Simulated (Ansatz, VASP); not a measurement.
# GaGeSe2: VASP beside Ansatz

One calculation is typed for both programs; each brings its own data sets. How far apart do they land? The structure shown is the start of the Ansatz relaxation below; VASP solves that cell, so the two are compared at the walk's first step.

Main program and level: Ansatz 0.2.0; plane waves, with VASP 6.6.1 beside it; single point at PBE.

## 1. Set-up

The cell holds 4 atoms: 2 Se, 1 Ge and 1 Ga. Its edges and angles: a = 3.958 Å, b = 3.958 Å, c = 33.555 Å, α = 90.0°, β = 90.0°, γ = 60.0°. Vacuum lies along c. The height across the vacuum is the one that the program set for its solve, not the one typed.

As a file:

```cif
data_structure
_symmetry_space_group_name_H-M 'P 1'
_symmetry_Int_Tables_number 1
_cell_length_a 3.9577
_cell_length_b 3.9577
_cell_length_c 33.5550
_cell_angle_alpha 90.000
_cell_angle_beta 90.000
_cell_angle_gamma 60.000
_cell_volume 455.17
loop_
_atom_site_label
_atom_site_type_symbol
_atom_site_fract_x
_atom_site_fract_y
_atom_site_fract_z
_atom_site_occupancy
Se1 Se 0.00000 0.00000 0.24326 1
Se2 Se 0.00000 0.00000 0.38862 1
Ge3 Ge 0.66667 0.66667 0.35196 1
Ga4 Ga 0.66667 0.66667 0.27847 1
```

## 2. Ansatz: relaxation, PBE

Ansatz runs on its default PAW (the set named soft_2) files.

The two programs are compared at the cell with which this relaxation starts, whose forces are those of its first step.

The input, input.yaml:

```yaml
crystal:
  lattice:
    - [3.95768708, 0.0, 0.0]
    - [1.97884354, 3.42745755, 0.0]
    - [0.0, 0.0, 21.20296005]
  atoms:
    - { symbol: Se, position: [0.0, 0.0, 0.38498012] }
    - { symbol: Se, position: [0.0, 0.0, 0.61501988] }
    - { symbol: Ge, position: [0.66666667, 0.66666667, 0.5569986] }
    - { symbol: Ga, position: [0.66666667, 0.66666667, 0.4406934] }
  periodic: [true, true, false]
kpoints:
  mp_grid: { grid: [8, 8, 1] }
scf:
  occupations: { method: fermi_dirac, width: 0.05 }
hamiltonian:
  xc: pbe
  pseudopotentials: { kind: paw }
output:
  forces: true
  stress: true
relax:
  f_tol: 0.02
  max_steps: 50
  cell: {}
```

Started as:

```sh
$ ansatz run input.yaml --threads 4 --pin off --max-ram 8192MiB --backend cpu --events-out ev --progress --plain --runs-dir out
```

Numbers of over 12 decimals in the logs are rounded to 6 here.

The log of the run:

```text
Warning: crystal.periodic: the lattice vector that does not repeat stood 0.000° off the slab's normal, 21.203 Å along it as the deck builds it. The run solves the slab on a vector along the normal, 33.555 Å long, with every atom where it was (on the deck's vector they left 16.33 Å outside them, and the widest stretch free of ions among them is 2.47 Å). A fractional position that the run reports is one of the run's ce [...]
crystal.periodic: the lattice vector that does not repeat stood 0.000° off the slab's normal, 21.203 Å along it as the deck builds it. The run solves the slab on a vector along the normal, 33.555 Å long, with every atom where it was (on the deck's vector they left 16.33 Å outside them, and the widest stretch free of ions among them is 2.47 Å). A fractional position that the run reports is one of the run's cell, which [...]
Engine: ansatz 0.2.0, x86_64-unknown-linux-gnu
Pseudopotentials: kind: paw
Pseudopotential: Se, paw, valence charge 16, recommended cutoff 420 eV (normal), Se.paw.azcp
Pseudopotential: Ge, paw, valence charge 14, recommended cutoff 420 eV (normal), Ge.paw.azcp
Pseudopotential: Ga, paw, valence charge 13, recommended cutoff 420 eV (normal), Ga.paw.azcp
Functional definition: PBE
  parameter kappa = 0.804
  parameter beta = 0.066725
  exchange = pbe_x(kappa = kappa, mu = beta*pi^2/3)
  correlation = pbe_c(beta = beta)
Crystal: 4 atoms, lattice volume = 455.168 Å³
Basis set: ecut = 420 eV, 9005 PW (Γ), exchange–correlation on 54×54×450 points (8 copies of the dense FFT grid, shifted against one another)
Bands: 36, of which v1, the nominal top of the filled ones, is band 30 counted from 1 (29 counted from 0)
Symmetry: 6 space group operations
Space group: P3m1 (ITA 156), of the structure as read, at distance tolerance 7.7e-5 Å
k-points: 10 of 64 (time reversal used)
Non-local potential: Se, projectors of the file, l = 0: 2, l = 1: 2, l = 2: 3, l = 3: 1
Non-local potential: Ge, projectors of the file, l = 0: 2, l = 1: 2, l = 2: 3, l = 3: 1
Non-local potential: Ga, projectors of the file, l = 0: 2, l = 1: 2, l = 2: 3, l = 3: 1
PAW form: soft (Blöchl's): semilocal exchange-correlation on the pseudo side does not see the compensation charge
PAW one-centre angular grid: Se, 590 points (default); XC on 64 Gauss nodes
PAW one-centre angular grid: Ge, 590 points (default); XC on 64 Gauss nodes
PAW one-centre angular grid: Ga, 590 points (default); XC on 64 Gauss nodes
Initial density: superposition of atomic densities (neutral atoms: chi_scale 0, normalization atom), corrected by the library's trained network
Initial wavefunctions: pseudopotential atomic-orbital guess
Functional: x = pbe(κ = 0.804, μ = 0.219515), c = pbe(β = 0.066725)
[...]
SCF iter   4: F=—  HF=-19017.078891 eV  |F-HF|=—  |Δ(HF+E_count)|=   3.95e-4  Δρ=1.71e-4  dr2=4.64e-4  ethr=4.02e-6  ⟨swp⟩=2.5  Hψ=596  notcnv=0  defer=1
SCF iter   5: F=—  HF=-19017.078833 eV  |F-HF|=—  |Δ(HF+E_count)|=   5.78e-5  Δρ=8.30e-5  dr2=1.20e-4  ethr=7.86e-7  ⟨swp⟩=2.4  Hψ=550  notcnv=0  defer=1
SCF iter   6: F=—  HF=-19017.078813 eV  |F-HF|=—  |Δ(HF+E_count)|=   2.03e-5  Δρ=2.88e-5  dr2=1.95e-5  ethr=2.03e-7  ⟨swp⟩=2.2  Hψ=504  notcnv=0  defer=1
SCF iter   7: F=—  HF=-19017.078814 eV  |F-HF|=—  |Δ(HF+E_count)|=   4.60e-7  Δρ=1.24e-5  dr2=3.44e-6  ethr=3.31e-8  ⟨swp⟩=1.9  Hψ=406  notcnv=0  defer=1
SCF iter   8: F=-19017.078814 eV  HF=-19017.078814 eV  |F-HF|=1.65e-8  |Δ(HF+E_count)|=   7.10e-7  Δρ=4.45e-6  dr2=1.83e-7  ethr=6.78e-10  ⟨swp⟩=4.6  Hψ=1710  notcnv=0
SCF 2 converged in 8 iterations: F = -19017.078814 eV  dr2 = 1.83e-7
relax step   2: F+E_penalty+E_count = -19017.07881434 eV  Δ(F+E_penalty+E_count) = -1.030e-1 eV  max|allowed force component| = 2.587e-1 eV/Å  Δτ_max = 0.1389 Å  P = +0.892 N/m  Ω = 461.020 Å³  energy of the carried Pulay correction = -1.672e-4 eV  fix = [c, alpha, beta]  reactions: c +0.000 N/m  (8 SCF iters, dr2 threshold 4.00e-7 eV, accepted)
[...]
relax step   3: F+E_penalty+E_count = -19017.08805204 eV  Δ(F+E_penalty+E_count) = -9.238e-3 eV  max|allowed force component| = 4.075e-2 eV/Å  Δτ_max = 0.0366 Å  P = +0.150 N/m  Ω = 462.242 Å³  energy of the carried Pulay correction = -2.019e-4 eV  fix = [c, alpha, beta]  reactions: c +0.000 N/m  (7 SCF iters, dr2 threshold 4.00e-7 eV, accepted)
[...]
relax step   4: F+E_penalty+E_count = -19017.08857876 eV  Δ(F+E_penalty+E_count) = -5.267e-4 eV  max|allowed force component| = 1.487e-2 eV/Å  Δτ_max = 0.0113 Å  P = -0.011 N/m  Ω = 462.935 Å³  energy of the carried Pulay correction = -2.215e-4 eV  fix = [c, alpha, beta]  reactions: c -0.000 N/m  (6 SCF iters, dr2 threshold 1.04e-7 eV, accepted)
[...]
relax step   5: F+E_penalty+E_count = -19017.08880366 eV  Δ(F+E_penalty+E_count) = -2.249e-4 eV  max|allowed force component| = 1.485e-2 eV/Å  Δτ_max = 0.0000 Å  P = -0.011 N/m  Ω = 462.935 Å³  fix = [c, alpha, beta]  reactions: c -0.000 N/m  stress off target by 1.12e-2 N/m on what of the cell is left free  SCF on the basis re-selected at this cell (its energy is not comparable with the rows above)  (9 SCF iters)
basis re-selected at this cell: Δ(F+E_penalty+E_count) = -2.249e-4 eV, ΔP = -0.000 N/m vs the last step (what re-selecting the basis moved, of the pressure what is left beyond the Pulay correction that the steps carried, after the strain that the cell walked since its last selection, with what the two solves' SCF thresholds leave and, on support functions, any second-order correction that the steps lacked; it is no m [...]
SCF converged after 9 iterations
Free energy (F): -19017.088804 eV
Harris-Foulkes:  -19017.088804 eV  (|F-HF|=6.29e-9)
Internal energy: -19017.067936 eV  (E = F + TS)
E sigma→0 (E₀):  -19017.078370 eV
Entropy (-TS):   -0.020868 eV (-5.217 meV/atom)
Fermi energy:    -4.281145 eV
--- Per-component energies (eV) ---
  E_band       = -1761.519471
  E_kinetic    = 459.483257
  E_local      = -148827.873044  (includes V_loc(G=0)·N_el)
  E_nonlocal   = -350.491140
  E_hartree    = 73776.962344
  E_xc         = -350.948117
  E_vxc        = -315.715627  (∫ρ·V_xc dr)
  E_paw        = -7828.237100  (= ΣΔE_a)
  E_vpaw       = -280.846600  (= ΣTr[D̂ρ^β])
  E_aug_tail   = -0.001004  (compensation charges beyond the density's cutoff)
  E_ewald      = 64104.036868
  E_smearing   = -0.020868  (= −TS)
  E_closure    = 0.000000  (closes the sum)
  Σ components = -19017.088804   (vs F -19017.088804, Δ=0.00e0)
--- Forces (eV/Å), atoms counted from 1 ---
  atom   1  Se    -0.00000000     0.00000000     0.00006440
  atom   2  Se     0.00000000    -0.00000000     0.00909812
  atom   3  Ge    -0.00000000     0.00000000     0.00568296
  atom   4  Ga     0.00000000    -0.00000000    -0.01484538
  max |Σ_I F_I| component: 9.63e-8 eV/Å
--- 2D stress c σ (N/m, compression-positive) ---
       -0.011241      -0.000000       0.000000
       -0.000000      -0.011241       0.000000
        0.000000       0.000000      -0.000000
  P = ½ c Tr σ = -0.0112 N/m
--- Relaxed structure (4 steps of the walk, 4 accepted, 1 SCFs on fresh bases) ---
  F+E_penalty+E_count = -19017.08880366 eV   max|allowed force component| = 1.485e-2 eV/Å   (the final SCF, on the basis selected at the relaxed cell)
  cell:  # Å, volume = 462.9350 Å³
    - [3.991313, 0, 0]
    - [1.995656, 3.456578, 0]
    - [0, 0, 33.555048]
  atoms:
    - { symbol: Se, position: [-6.501456578651391e-17, 5.129041095902552e-18, 0.244652] }
    - { symbol: Se, position: [-6.427213646525018e-17, 3.644182453375103e-18, 0.385913] }
    - { symbol: Ge, position: [0.666667, 0.666667, 0.354437] }
    - { symbol: Ga, position: [0.666667, 0.666667, 0.277311] }
```

The column dr2 measures how far the density is from self-consistency, as an energy; F and HF (Harris–Foulkes) agree once it is small.

## 3. VASP: single point, PBE, start cell

The same cell, functional, mesh and smearing now go to VASP, with its own data sets.

Lines of VASP's logs that name or quote its potential files are left out, and so is its time.

The input, INCAR:

```
SYSTEM = GaGeSe2
PREC = Accurate
ENCUT = 410
EDIFF = 1E-06
NELM = 120
ISMEAR = -1
SIGMA = 0.05
LREAL = .FALSE.
ALGO = Normal
GGA = PE
NBANDS = 25
LORBIT = 11
LWAVE = .FALSE.
LCHARG = .FALSE.
ISIF = 2
LDIPOL = .TRUE.
IDIPOL = 3
DIPOL = 0.5 0.5 0.316
LVHAR = .TRUE.
LASPH = .TRUE.
GGA_COMPAT = .FALSE.
NELMDL = -8
```

The input, POSCAR:

```
GaGeSe2
1.0
    3.9576870000      0.0000000000      0.0000000000
    1.9788440000      3.4274580000      0.0000000000
    0.0000000000      0.0000000000     33.5550480000
Se Ge Ga
2 1 1
Direct
    0.0000000000      0.0000000000      0.2432634875
    0.0000000000      0.0000000000      0.3886223617
    0.6666665824      0.6666666667      0.3519595323
    0.6666665824      0.6666666667      0.2784679372
```

The input, KPOINTS:

```
Automatic mesh
0
Gamma
8 8 1
0 0 0
```

PAW data sets: Se, Ge_d and Ga_d (PBE family, release 64).

Started as:

```sh
$ mpirun -np 1 vasp_std
```

The log of the run:

```text
[banner, memory and clock lines left out]
running    1 mpi-ranks, on    1 nodes
 distrk:  each k-point on    1 cores,    1 groups
 distr:  one band on    1 cores,    1 groups

 POSCAR found type information on POSCAR SeGeGa
 POSCAR found :  3 types and       4 ions
 LDA part: xc-table for (Slater+PW92), standard interpolation
 POSCAR, INCAR and KPOINTS ok, starting setup
 FFT: planning ... GRIDC
 FFT: planning ... GRID_SOFT
 FFT: planning ... GRID
 WAVECAR not read
 entering main loop
       N       E                     dE             d eps       ncg     rms          rms(c)
DAV:   1     0.250133911683E+03    0.25013E+03   -0.15188E+04   588   0.121E+03
DAV:   2     0.204976369137E+02   -0.22964E+03   -0.22628E+03   620   0.259E+02
DAV:   3    -0.141309851680E+02   -0.34629E+02   -0.34363E+02   732   0.113E+02
DAV:   4    -0.154299505287E+02   -0.12990E+01   -0.12940E+01   613   0.265E+01
DAV:   5    -0.154636946134E+02   -0.33744E-01   -0.33732E-01   752   0.416E+00
DAV:   6    -0.154645151175E+02   -0.82050E-03   -0.82043E-03   742   0.519E-01
DAV:   7    -0.154645263243E+02   -0.11207E-04   -0.11207E-04   736   0.639E-02
DAV:   8    -0.154645267101E+02   -0.38579E-06   -0.38524E-06   590   0.115E-02    0.485E+00
DAV:   9    -0.152603764026E+02    0.20415E+00   -0.62337E-01   664   0.818E+00    0.305E+00
DAV:  10    -0.152422433138E+02    0.18133E-01   -0.32657E-01   599   0.327E+00    0.582E-01
DAV:  11    -0.152391945554E+02    0.30488E-02   -0.14296E-01   648   0.218E+00    0.245E-01
DAV:  12    -0.152377409087E+02    0.14536E-02   -0.19609E-02   648   0.666E-01    0.116E-01
DAV:  13    -0.152378631571E+02   -0.12225E-03   -0.33987E-03   568   0.323E-01    0.540E-02
DAV:  14    -0.152379148770E+02   -0.51720E-04   -0.31705E-04   694   0.104E-01    0.306E-02
[...]
DAV:  18    -0.152381267813E+02   -0.53558E-04   -0.32524E-06   498   0.707E-03    0.272E-03
DAV:  19    -0.152381866368E+02   -0.59856E-04   -0.47688E-06   483   0.617E-03    0.156E-03
DAV:  20    -0.152382065591E+02   -0.19922E-04   -0.13601E-06   485   0.371E-03    0.765E-04
DAV:  21    -0.152382184397E+02   -0.11881E-04   -0.54328E-07   422   0.280E-03    0.935E-04
DAV:  22    -0.152382212582E+02   -0.28185E-05   -0.41907E-08   407   0.129E-03    0.441E-04
DAV:  23    -0.152382243675E+02   -0.31093E-05   -0.44539E-08   402   0.943E-04    0.239E-04
DAV:  24    -0.152382260320E+02   -0.16645E-05   -0.26924E-08   372   0.751E-04    0.164E-04
DAV:  25    -0.152382268344E+02   -0.80241E-06   -0.28661E-08   397   0.691E-04
   1 F= -.15238227E+02 E0= -.15230716E+02  d E =-.150211E-01
```

OUTCAR, selected parts (step 3):

```text
ion  position               nearest neighbor table
   1  0.000  0.000  0.243-   4 2.57   4 2.57   4 2.57
   2  0.000  0.000  0.389-   3 2.60   3 2.60   3 2.60
   3  0.667  0.667  0.352-   4 2.47   2 2.60   2 2.60   2 2.60
   4  0.667  0.667  0.278-   3 2.47   1 2.57   1 2.57   1 2.57

  LATTYP: Found a hexagonal cell.
 ALAT       =     3.9576876984
 C/A-ratio  =     8.4784476586

 Subroutine GETGRP returns: Found  6 space group operations
 (whereof  6 operations were pure point group operations)

The static configuration has the point symmetry C_3v.

 Found     10 irreducible k-points:

   k-points           NKPTS =     10   k-points in BZ     NKDIM =     10   number of bands    NBANDS=     25

   dimension x,y,z NGX =    28 NGY =   28 NGZ =  224
   dimension x,y,z NGXF=    56 NGYF=   56 NGZF=  448

   ENCUT  =  410.0 eV  30.13 Ry    5.49 a.u.   6.53  6.53 55.40*2*pi/ulx,y,z

   NELECT =      39.0000    total number of electrons

 k-points in reciprocal lattice and weights: Automatic mesh
   0.00000000  0.00000000  0.00000000       0.016
   0.12500000  0.00000000  0.00000000       0.094
   0.25000000  0.00000000  0.00000000       0.094
   0.37500000  0.00000000  0.00000000       0.094
   0.50000000  0.00000000  0.00000000       0.047
   0.25000000  0.12500000  0.00000000       0.094
   0.37500000  0.12500000  0.00000000       0.188
   0.50000000  0.12500000  0.00000000       0.188
   0.50000000  0.25000000  0.00000000       0.094
  -0.37500000  0.25000000  0.00000000       0.094

 dipolmoment           0.000000      0.000000     -0.006790 electrons x Angstroem

 average (electrostatic) potential at core
       1 -61.5630       2 -61.7935       3 -82.6020       4 -73.8034

 E-fermi :  -2.3791

 k-point     1 :       0.0000    0.0000    0.0000
  band No.  band energies     occupation
    ...
     16      -5.1136      2.00000
     17      -4.6108      2.00000
     18      -4.6108      2.00000
     19      -4.5317      2.00000
     20      -3.4033      2.00000
     21      -2.1085      0.00888
     22      -0.8458      0.00000
     23      -0.8458      0.00000
     24       1.3472      0.00000
     25       1.3505      0.00000

 k-point     2 :       0.1250    0.0000    0.0000
  band No.  band energies     occupation
    ...
     16      -5.4100      2.00000
     17      -5.3328      2.00000
     18      -4.7979      2.00000
     19      -4.4990      2.00000
     20      -2.6766      1.99479
     21      -1.5264      0.00000
     22      -0.9764      0.00000
     23      -0.6058      0.00000
     24       0.8881      0.00000
     25       1.5894      0.00000

 k-point     3 :       0.2500    0.0000    0.0000
  band No.  band energies     occupation
    ...
     16      -5.9821      2.00000
     17      -5.7691      2.00000
     18      -5.1855      2.00000
     19      -4.8017      2.00000
     20      -2.5326      1.91126
     21      -1.7537      0.00001
     22      -0.2336      0.00000
     23      -0.1288      0.00000
     24       0.5956      0.00000
     25       2.0447      0.00000

  Total       -1.0613020     -1.0613023      0.6280313     -0.0000002      0.0000000      0.0000000
  in kB       -3.7357526     -3.7357538      2.2106520     -0.0000005      0.0000000      0.0000000
  external PRESSURE =      -1.7536181 kB  Pullay stress =       0.0000000 kB

  energy-cutoff  :      410.00
  volume of cell :      455.17
      direct lattice vectors                 reciprocal lattice vectors
     3.957687000  0.000000000  0.000000000     0.252672836 -0.145880745  0.000000000
     1.978844000  3.427458000  0.000000000     0.000000000  0.291761416  0.000000000
     0.000000000  0.000000000 33.555048000     0.000000000  0.000000000  0.029801775

 POSITION                                       TOTAL-FORCE (eV/Angst)
 -----------------------------------------------------------------------------------
      0.00000      0.00000      8.16272        -0.000000     -0.000000      0.335670
      0.00000      0.00000     13.04024        -0.000000     -0.000000     -0.707582
      3.95769      2.28497     11.81002         0.000000     -0.000000      1.525261
      3.95769      2.28497      9.34400        -0.000000      0.000000     -1.153348
 -----------------------------------------------------------------------------------
    total drift:                                0.000364     -0.000009      0.001378

  FREE ENERGIE OF THE ION-ELECTRON SYSTEM (eV)
  ---------------------------------------------------
  free  energy   TOTEN  =       -15.2382268344 eV

  energy  without entropy=      -15.2232057835  energy(sigma->0) =      -15.23071631

 vacuum level on the upper side and lower side of the slab         1.865         1.956

 total charge
# of ion       s       p       d       tot
------------------------------------------
    1        1.474   2.292   0.023   3.788
    2        1.497   2.227   0.033   3.757
    3        1.254   0.950  10.020  12.225
    4        0.929   0.637   9.978  11.544
--------------------------------------------------
tot          5.155   6.106  20.054  31.315

[... 3 further parts left out ...]
```

This run has no spin polarisation. Its electron count is odd, so without a moment it is a metal by construction.

## 4. Comparison

Known differences besides the potentials themselves: Ansatz cuts the interaction across the vacuum, VASP repeats the sheet with a dipole correction; the data sets hold 59 valence electrons in Ansatz (on its default PAW (the set named soft_2) files) and 39 in VASP; the cutoff is 420 eV in Ansatz and 410 eV in VASP. Total energies have different zeros and are not compared.

Forces (eV/Å; atoms numbered as in POSCAR):

| atom | Ansatz x, y, z | VASP x, y, z |
| --- | --- | --- |
| Se1 | 0.000, 0.000, 0.352 | 0.000, 0.000, 0.336 |
| Se2 | 0.000, 0.000, -0.716 | 0.000, 0.000, -0.708 |
| Ge3 | 0.000, 0.000, 1.525 | 0.000, 0.000, 1.525 |
| Ga4 | 0.000, 0.000, -1.161 | 0.000, 0.000, -1.153 |

The forces differ by 5.8 meV/Å r.m.s., which is 1.0 % of the r.m.s. force of 0.597 eV/Å (both taken over all components). With vacuum in the cell, a pressure given here is an average over mostly empty space and none of the material.

## 5. Results

```
r.m.s. force difference (single point, PBE, start cell) : 0.97 % of the r.m.s. force
```

The r.m.s. force difference is 0.97 % of the r.m.s. force (single point, PBE, start cell), within the 3 % picked in this series as the mark of a large difference. The data sets hold unlike numbers of valence electrons (59 in Ansatz and 39 in VASP), so part of the differences comes from the potentials. 1 further run of this series is not shown here. How closely two codes agree says nothing of how well the functional describes the real material.

[Lines on the potential files, build, host, timing and source positions are cut from VASP's logs without a mark.]

[Logs are printed without paths, hosts, clocks, repeated set-up lines and the standing remarks that a program may print on its own settings, such as how far it seeks lower states.]

[Hosts, paths, dates, database ids (printed as entryN), source tags and the programs' standing remarks are cut or masked in the printed files.]
